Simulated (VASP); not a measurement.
An input for Quantum ESPRESSO's pw.x (written as the equivalent of a VASP run, and not itself run):

```
&CONTROL
  calculation = 'scf'
  pseudo_dir = './pseudo'
  outdir = './out'
  tprnfor = .true.
  tstress = .true.
/
&SYSTEM
  ibrav = 0
  nat = 2
  ntyp = 2
  ecutwfc = 78
  occupations = 'smearing'
  smearing = 'methfessel-paxton'
  degauss = 0.00735
  input_dft = 'pbe'
/
&ELECTRONS
  conv_thr = 7.3e-08
  electron_maxstep = 100
/
ATOMIC_SPECIES
  Hf 178.490 Hf.upf
  Ge 72.630 Ge.upf
CELL_PARAMETERS angstrom
     3.3415400    0.0000000    0.0000000
     0.0000000    3.3415400    0.0000000
     0.0000000    0.0000000    3.3415400
ATOMIC_POSITIONS crystal
  Hf   0.0000000  0.0000000  0.0000000
  Ge   0.5000000  0.5000000  0.5000000
K_POINTS automatic
  8 8 8 0 0 0
```

Question: Translate this input to VASP (INCAR, KPOINTS, POSCAR, choice of POTCAR).

Answer: This is not unique; one that fits is 
POSCAR:
```
HfGe
1
    3.3415400000     0.0000000000     0.0000000000
    0.0000000000     3.3415400000     0.0000000000
    0.0000000000     0.0000000000     3.3415400000
Hf Ge
1 1
Direct
  0.0000000000   0.0000000000   0.0000000000
  0.5000000000   0.5000000000   0.5000000000
```

File KPOINTS:
```
Automatic mesh
0
Gamma
8 8 8
0 0 0
```

### INCAR
```
! general
SYSTEM  = HfGe
PREC    = Accurate
ENCUT   = 400
LREAL   = F
LASPH   = T

! electronic loop
EDIFF   = 1E-6
NELM    = 100
ALGO    = Normal
LMAXMIX = 6

! smearing
ISMEAR  = 1
SIGMA   = 0.1

! functional
GGA     = PE

! ions
ISIF    = 2

! output
LWAVE   = F
LCHARG  = F
```

POTCAR, in this order: Hf_pv Ge_d (PBE.64 set). Program: vasp_std.

The two are equivalent in intent, not identical: the potentials are each code's own (VASP's PAW set, PseudoDojo norm-conserving files in pw.x), so ENCUT and ecutwfc are chosen apart and not converted; conv_thr bounds pw.x's estimated SCF error, while EDIFF bounds the energy change between steps.

The structure was generated: HfGe was put into the CsCl type (Pm-3m), which need not be its known phase. The cell was not relaxed at this level.
